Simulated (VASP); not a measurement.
# GePt under strain

Aim: follow the pressure of GePt through compression, expansion and shear. All runs use LDA. Left out of this account: 1 further run (fields: a reference on another mesh). The start is a cell from a database of measured crystal structures.

Calculated with VASP 6.6.1; LDA; plane waves and PAW (Ge_d, Pt).

## (1) Set-up

The structure is orthorhombic, space group Pnma (No. 62). The conventional cell has a = 5.719 Å, b = 3.697 Å, c = 6.084 Å, α = 90.00°, β = 90.00°, γ = 90.00°. Ge has 6 Pt at 2.48 to 2.65 Å nearest. Pt has 6 Ge at 2.48 to 2.65 Å nearest. Farther neighbours are not listed.

## (2) Bands, cell as listed

Levels along the symmetry lines show where the bands peak and cross; KPOINTS_OPT computes them in the converged potential. LDA, the lowest rung, knows the local density alone.

INCAR

```
SYSTEM = GePt
PREC = Accurate
ENCUT = 410
EDIFF = 1E-06
NELM = 100
ISMEAR = -1
SIGMA = 0.05
LREAL = .FALSE.
ALGO = Normal
GGA = CA
NBANDS = 71
LASPH = .TRUE.
LORBIT = 11
LWAVE = .FALSE.
LCHARG = .FALSE.
KPAR = 8
```

POSCAR

```
GePt
1.0
    5.7190000000      0.0000000000      0.0000000000
    0.0000000000      3.6970000000      0.0000000000
    0.0000000000      0.0000000000      6.0840000000
Ge Pt
4 4
Direct
    0.1850000000      0.2500000000      0.5900000000
    0.3150000000      0.7500000000      0.0900000000
    0.6850000000      0.2500000000      0.9100000000
    0.8150000000      0.7500000000      0.4100000000
    0.9995000000      0.2500000000      0.1908000000
    0.5005000000      0.7500000000      0.6908000000
    0.4995000000      0.2500000000      0.3092000000
    0.0005000000      0.7500000000      0.8092000000
```

KPOINTS

```
Automatic mesh
0
Gamma
5 8 5
0 0 0
```

KPOINTS_OPT

```
Line mode
12
Line-mode
Reciprocal
  0.00000000   0.00000000   0.00000000 GAMMA
  0.00000000  -0.50000000   0.00000000 X

  0.00000000  -0.50000000   0.00000000 X
 -0.50000000  -0.50000000   0.00000000 S

 -0.50000000  -0.50000000   0.00000000 S
 -0.50000000   0.00000000   0.00000000 Y

 -0.50000000   0.00000000   0.00000000 Y
  0.00000000   0.00000000   0.00000000 GAMMA

  0.00000000   0.00000000   0.00000000 GAMMA
  0.00000000   0.00000000  -0.50000000 Z

  0.00000000   0.00000000  -0.50000000 Z
  0.00000000  -0.50000000  -0.50000000 U

  0.00000000  -0.50000000  -0.50000000 U
 -0.50000000  -0.50000000  -0.50000000 R

 -0.50000000  -0.50000000  -0.50000000 R
 -0.50000000   0.00000000  -0.50000000 T

 -0.50000000   0.00000000  -0.50000000 T
  0.00000000   0.00000000  -0.50000000 Z

 -0.50000000   0.00000000   0.00000000 Y
 -0.50000000   0.00000000  -0.50000000 T

  0.00000000  -0.50000000  -0.50000000 U
  0.00000000  -0.50000000   0.00000000 X

 -0.50000000  -0.50000000   0.00000000 S
 -0.50000000  -0.50000000  -0.50000000 R
```

The projector-augmented-wave data sets are Ge_d and Pt (LDA family, release 64).

Launch:

```sh
> mpirun -np 8 vasp_std
```

The program printed:

```text
[banner, memory and clock lines left out]
running    8 mpi-ranks, on    1 nodes
 distrk:  each k-point on    1 cores,    8 groups
 distr:  one band on    1 cores,    1 groups

 POSCAR found type information on POSCAR GePt
 POSCAR found :  2 types and       8 ions
|                                                                             |
|           W    W    AA    RRRRR   N    N  II  N    N   GGGG   !!!           |
|           W    W   A  A   R    R  NN   N  II  NN   N  G    G  !!!           |
|           W    W  A    A  R    R  N N  N  II  N N  N  G       !!!           |
|           W WW W  AAAAAA  RRRRR   N  N N  II  N  N N  G  GGG   !            |
|           WW  WW  A    A  R   R   N   NN  II  N   NN  G    G                |
|           W    W  A    A  R    R  N    N  II  N    N   GGGG   !!!           |
|                                                                             |
|     For optimal performance we recommend to set                             |
|       NCORE = 2 up to number-of-cores-per-socket                            |
|     NCORE specifies how many cores store one orbital (NPAR=cpu/NCORE).      |
|     This setting can greatly improve the performance of VASP for DFT.       |
|     The default, NCORE=1 might be grossly inefficient on modern             |
|     multi-core architectures or massively parallel machines. Do your        |
|     Unfortunately you need to use the default for GW and RPA                |
|     calculations (for HF NCORE is supported but not extensively tested      |
|     yet).                                                                   |
|                                                                             |

 LDA part: xc-table for (Slater(with rela. corr.)+CA(PZ))
 , standard interpolation
 POSCAR, INCAR and KPOINTS ok, starting setup
 FFT: planning ... GRIDC
 FFT: planning ... GRID_SOFT
 FFT: planning ... GRID
 WAVECAR not read
 entering main loop
       N       E                     dE             d eps       ncg     rms          rms(c)
DAV:   1     0.106332654032E+04    0.10633E+04   -0.33272E+04  9175   0.299E+03
DAV:   2     0.143396737288E+03   -0.91993E+03   -0.84102E+03  6390   0.861E+02
DAV:   3    -0.446659954419E+02   -0.18806E+03   -0.17861E+03  6769   0.191E+02
DAV:   4    -0.566800912767E+02   -0.12014E+02   -0.11878E+02  7430   0.566E+01
DAV:   5    -0.569689968190E+02   -0.28891E+00   -0.28875E+00  7115   0.923E+00    0.223E+01
DAV:   6    -0.551376211872E+02    0.18314E+01   -0.46114E+00  7697   0.104E+01    0.103E+01
DAV:   7    -0.548837049178E+02    0.25392E+00   -0.39890E-01  8734   0.575E+00    0.534E+00
DAV:   8    -0.548130923830E+02    0.70613E-01   -0.12400E-01  7888   0.159E+00    0.589E-01
DAV:   9    -0.548114508781E+02    0.16415E-02   -0.10412E-02  8718   0.890E-01    0.315E-01
DAV:  10    -0.548109918048E+02    0.45907E-03   -0.23225E-03  8815   0.367E-01    0.659E-02
DAV:  11    -0.548109777996E+02    0.14005E-04   -0.14087E-04  7088   0.869E-02    0.239E-02
DAV:  12    -0.548109771381E+02    0.66145E-06   -0.11924E-05  8726   0.282E-02    0.472E-03
DAV:  13    -0.548109770027E+02    0.13541E-06   -0.10881E-06  4857   0.837E-03
   1 F= -.54810977E+02 E0= -.54802769E+02  d E =-.164163E-01
 Start KPOINTS_OPT (optional k-point list driver)
k-point batch [1-45\144]
       N       E                     dE             ncg
DAV:   1     0.345550318498E+05   -0.44048E+05     9140
DAV:   2    -0.746623902695E+04   -0.42021E+05     6398
DAV:   3    -0.158863775972E+05   -0.84201E+04     6739
DAV:   4    -0.164165955665E+05   -0.53022E+03     7412
DAV:   5    -0.164298915589E+05   -0.13296E+02     7060
DAV:   6    -0.164304545398E+05   -0.56298E+00     8155
DAV:   7    -0.164304745275E+05   -0.19988E-01     7406
DAV:   8    -0.164304756022E+05   -0.10747E-02     8279
DAV:   9    -0.164304756524E+05   -0.50232E-04     5592
DAV:  10    -0.164304756551E+05   -0.26451E-05     4422
DAV:  11    -0.164304756555E+05   -0.43077E-06     4085
[...]
k-point batch [136-144\144]
       N       E                     dE             ncg
DAV:   1     0.755205112186E+05   -0.19020E+05     1856
DAV:   2     0.673597092116E+05   -0.81608E+04     1278
DAV:   3     0.656899884252E+05   -0.16697E+04     1353
DAV:   4     0.655848402154E+05   -0.10515E+03     1444
DAV:   5     0.655821553775E+05   -0.26848E+01     1436
DAV:   6     0.655820471283E+05   -0.10825E+00     1554
DAV:   7     0.655820426814E+05   -0.44469E-02     1588
DAV:   8     0.655820424998E+05   -0.18158E-03     1559
DAV:   9     0.655820424939E+05   -0.58640E-05     1036
DAV:  10     0.655820424936E+05   -0.34284E-06      833
```

Wall time 46 s (8 MPI ranks of Intel Xeon 6975P-C (Granite Rapids), shared host); peak memory 3.7 GiB; 6 min of CPU time.

The logs omit lines about the potential files and the build; timing stands in the text.

OUTCAR, selected parts (step 2):

```text
ion  position               nearest neighbor table
   1  0.185  0.250  0.590-   7 2.48   8 2.51   8 2.51   5 2.65   6 2.65   6 2.65
   2  0.315  0.750  0.090-   8 2.48   7 2.51   7 2.51   6 2.65   5 2.65   5 2.65
   3  0.685  0.250  0.910-   5 2.48   6 2.51   6 2.51   7 2.65   8 2.65   8 2.65
   4  0.815  0.750  0.410-   6 2.48   5 2.51   5 2.51   8 2.65   7 2.65   7 2.65
   5  0.999  0.250  0.191-   3 2.48   4 2.51   4 2.51   1 2.65   2 2.65   2 2.65   7 2.95   7 2.95
                             8 2.97   8 2.97
   6  0.501  0.750  0.691-   4 2.48   3 2.51   3 2.51   2 2.65   1 2.65   1 2.65   8 2.95   8 2.95
                             7 2.97   7 2.97
   7  0.499  0.250  0.309-   1 2.48   2 2.51   2 2.51   3 2.65   4 2.65   4 2.65   5 2.95   5 2.95
                             6 2.97   6 2.97
   8  0.001  0.750  0.809-   2 2.48   1 2.51   1 2.51   4 2.65   3 2.65   3 2.65   6 2.95   6 2.95
                             5 2.97   5 2.97

  LATTYP: Found a simple orthorhombic cell.
 ALAT       =     3.6970000000
 B/A-ratio  =     1.5469299432
 C/A-ratio  =     1.6456586421

 Subroutine GETGRP returns: Found  8 space group operations
 (whereof  2 operations were pure point group operations)

The static configuration has the point symmetry S_2 .
 The point group associated with its full space group is D_2h.

 Found     45 irreducible k-points:

   k-points           NKPTS =     45   k-points in BZ     NKDIM =     45   number of bands    NBANDS=     71

   dimension x,y,z NGX =    40 NGY =   24 NGZ =   40
   dimension x,y,z NGXF=    80 NGYF=   48 NGZF=   80

   ENCUT  =  410.0 eV  30.13 Ry    5.49 a.u.   9.44  6.10 10.04*2*pi/ulx,y,z

   NELECT =      96.0000    total number of electrons

 k-points in reciprocal lattice and weights: Automatic mesh
   0.00000000  0.00000000  0.00000000       0.005
   0.20000000  0.00000000  0.00000000       0.010
   0.40000000  0.00000000  0.00000000       0.010
   0.00000000  0.12500000  0.00000000       0.010
   0.20000000  0.12500000  0.00000000       0.020
   0.40000000  0.12500000  0.00000000       0.020
   0.00000000  0.25000000  0.00000000       0.010
   0.20000000  0.25000000  0.00000000       0.020
   0.40000000  0.25000000  0.00000000       0.020
[...]
0.20000000  0.50000000  0.40000000       0.020
   0.40000000  0.50000000  0.40000000       0.020

 average (electrostatic) potential at core
       1 -70.9226       2 -70.9226       3 -70.9226       4 -70.9226       5 -65.1958
       6 -65.1958       7 -65.1958       8 -65.1958

 E-fermi :   9.6340

 k-point     1 :       0.0000    0.0000    0.0000
  band No.  band energies     occupation
    ...
     44       6.9196      2.00000
     45       7.1581      2.00000
     46       8.1242      2.00000
     47       8.2131      2.00000
     48       8.6549      2.00000
     49      10.2813      0.00000
     50      10.5467      0.00000
     51      12.6287      0.00000
     52      12.8263      0.00000
     53      13.0328      0.00000
    ...

 k-point     2 :       0.2000    0.0000    0.0000
  band No.  band energies     occupation
    ...
     44       6.9771      2.00000
     45       7.0281      2.00000
     46       7.9045      2.00000
     47       8.7114      2.00000
     48       8.8253      2.00000
     49      10.7278      0.00000
     50      11.0102      0.00000
     51      12.1808      0.00000
     52      12.4921      0.00000
     53      12.8548      0.00000
    ...

 k-point     3 :       0.4000    0.0000    0.0000
  band No.  band energies     occupation
    ...
     43       6.9026      2.00000
     44       6.9727      2.00000
     45       7.0376      2.00000
     46       7.3456      2.00000
     47       9.1894      1.99973
     48      10.1847      0.00003
     49      10.2235      0.00002
     50      11.6985      0.00000
     51      11.7131      0.00000
     52      12.0443      0.00000
    ...

  Total       -1.9287468     -1.1855444     -2.2677358      0.0000000      0.0000000      0.0000000
  in kB      -24.0229898    -14.7662310    -28.2451762      0.0000000      0.0000000      0.0000000
  external PRESSURE =     -22.3447990 kB  Pullay stress =       0.0000000 kB

  energy-cutoff  :      410.00
  volume of cell :      128.63
      direct lattice vectors                 reciprocal lattice vectors
     5.719000000  0.000000000  0.000000000     0.174855744  0.000000000  0.000000000
     0.000000000  3.697000000  0.000000000     0.000000000  0.270489586  0.000000000
     0.000000000  0.000000000  6.084000000     0.000000000  0.000000000  0.164365549

 POSITION                                       TOTAL-FORCE (eV/Angst)
 -----------------------------------------------------------------------------------
      1.05802      0.92425      3.58956         0.055145     -0.000000     -0.079810
      1.80148      2.77275      0.54756        -0.055145     -0.000000     -0.079810
      3.91752      0.92425      5.53644         0.055145      0.000000      0.079810
      4.66098      2.77275      2.49444        -0.055145     -0.000000      0.079810
      5.71614      0.92425      1.16083        -0.005108      0.000000     -0.008856
      2.86236      2.77275      4.20283         0.005108      0.000000     -0.008856
      2.85664      0.92425      1.88117        -0.005108      0.000000      0.008856
      0.00286      2.77275      4.92317         0.005108      0.000000      0.008856
 -----------------------------------------------------------------------------------
    total drift:                                0.000000     -0.000000      0.000000

  FREE ENERGIE OF THE ION-ELECTRON SYSTEM (eV)
  ---------------------------------------------------
  free  energy   TOTEN  =       -54.8109770027 eV

  energy  without entropy=      -54.7945607212  energy(sigma->0) =      -54.80276886

 total charge
# of ion       s       p       d       tot
------------------------------------------
    1        1.135   1.156  10.101  12.392
    2        1.135   1.156  10.101  12.392
    3        1.135   1.156  10.101  12.392
    4        1.135   1.156  10.101  12.392
    5        0.662   0.634   8.189   9.485
    6        0.662   0.634   8.189   9.485
    7        0.662   0.634   8.189   9.485
    8        0.662   0.634   8.189   9.485
--------------------------------------------------
tot          7.187   7.159  73.163  87.509

[... 3 further parts left out ...]
```

Spin-orbit coupling is off here; with elements this heavy it splits and shifts levels by tenths of an eV or more. At this level the cell is under a tension of 2.2 GPa, so at these settings it is away from equilibrium.

This step gave:

```
electronic steps        : 13
electrons               : 96
bands                   : 71
irreducible k points    : 45
symmetry operations     : 8
free energy (TOTEN)     : -54.8110 eV
energy at zero smearing : -54.8028 eV
Fermi energy            : 9.634 eV
pressure                : -2.234 GPa
metallic                : yes
```

Electronic bands along the path, in eV, zero at the Fermi level; # counts the bands kept, so #1 is VASP's band 24:

```tsv
point	#22	#23	#24	#25	#26	#27	#28	#29
Γ	-2.48	-1.51	-1.42	-0.98	0.65	0.91	2.99	3.19
0.45 of the way	-2.38	-1.15	-1.08	-0.64	0.56	0.93	1.22	1.99
X	-2.56	-2.56	-1.65	-1.65	-0.14	-0.14	2.06	2.06
0.45 of the way	-2.31	-2.31	-1.76	-1.76	0.13	0.13	1.40	1.40
S	-1.93	-1.93	-1.93	-1.93	0.63	0.63	0.63	0.63
0.45 of the way	-1.78	-1.78	-1.15	-1.15	0.58	0.58	1.75	1.75
Y	-2.48	-2.48	0.02	0.02	1.31	1.31	2.26	2.26
0.55 of the way	-2.62	-1.81	-0.89	-0.64	1.12	1.56	2.39	2.80
Γ	-2.48	-1.51	-1.42	-0.98	0.65	0.91	2.99	3.19
0.55 of the way	-1.99	-1.70	-0.78	-0.36	1.08	1.20	2.32	2.33
Z	-1.86	-1.86	0.00	0.00	1.05	1.05	1.85	1.85
0.45 of the way	-1.79	-1.79	-0.93	-0.93	0.59	0.59	2.34	2.34
U	-2.52	-2.52	-2.15	-2.15	0.51	0.51	1.07	1.07
0.45 of the way	-2.53	-2.53	-2.45	-2.45	1.47	1.47	1.47	1.47
R	-2.49	-2.49	-2.49	-2.49	2.48	2.48	2.48	2.48
0.45 of the way	-1.31	-1.31	-0.86	-0.86	0.59	0.59	1.72	1.72
T	-1.41	-1.41	0.70	0.70	1.82	1.82	2.63	2.63
0.45 of the way	-1.50	-1.50	-0.02	-0.02	1.67	1.67	1.95	1.95
Z	-1.86	-1.86	0.00	0.00	1.05	1.05	1.85	1.85
jump to Y	-2.48	-2.48	0.02	0.02	1.31	1.31	2.26	2.26
0.45 of the way	-2.22	-2.22	0.34	0.34	1.73	1.73	1.91	1.91
T	-1.41	-1.41	0.70	0.70	1.82	1.82	2.63	2.63
jump to U	-2.52	-2.52	-2.15	-2.15	0.51	0.51	1.07	1.07
0.45 of the way	-2.46	-2.46	-2.01	-2.01	0.08	0.08	1.05	1.05
X	-2.56	-2.56	-1.65	-1.65	-0.14	-0.14	2.06	2.06
jump to S	-1.93	-1.93	-1.93	-1.93	0.63	0.63	0.63	0.63
```

Of the projections kept (Ge, Pt), the largest for each band there; the rest of the weight can lie on other orbitals:

```tsv
point	#22	#23	#24	#25	#26	#27	#28	#29
Γ	Pt 0.68	Ge 0.59	Pt 0.81	Pt 0.86	Pt 0.81	Pt 0.61	Ge 0.66	Ge 0.73
X	Pt 0.88	Pt 0.88	Pt 0.74	Pt 0.74	Pt 0.85	Pt 0.85	Pt 0.58	Pt 0.58
S	Pt 0.84	Pt 0.84	Pt 0.84	Pt 0.84	Pt 0.73	Pt 0.73	Pt 0.73	Pt 0.73
Y	Pt 0.98	Pt 0.98	Pt 0.55	Pt 0.55	Pt 0.55	Pt 0.55	Ge 0.54	Ge 0.54
Γ	Pt 0.68	Ge 0.59	Pt 0.81	Pt 0.86	Pt 0.81	Pt 0.61	Ge 0.66	Ge 0.73
Z	Pt 0.75	Pt 0.75	Pt 0.80	Pt 0.80	Pt 0.57	Pt 0.57	Ge 0.60	Ge 0.60
```

Force by atom:

```tsv
atom	x (eV/Å)	y (eV/Å)	z (eV/Å)	size
Ge1	0.0551	0.0000	-0.0798	0.0970
Ge2	-0.0551	0.0000	-0.0798	0.0970
Ge3	0.0551	0.0000	0.0798	0.0970
Ge4	-0.0551	0.0000	0.0798	0.0970
Pt5	-0.0051	0.0000	-0.0089	0.0102
Pt6	0.0051	0.0000	-0.0089	0.0102
Pt7	-0.0051	0.0000	0.0089	0.0102
Pt8	0.0051	0.0000	0.0089	0.0102
```

There is no gap at this level.

(Continued in part 2 of 4.)

[Lines on the potential files, build, host, timing and source positions are cut from VASP's logs without a mark.]

[Logs are printed without paths, hosts, clocks, repeated set-up lines and the standing remarks that a program may print on its own settings, such as how far it seeks lower states.]

[Hosts, paths, dates, database ids (printed as entryN), source tags and the programs' standing remarks are cut or masked in the printed files.]

[A measured line is paired with the nearest computed mode of its activity, which favours agreement.]
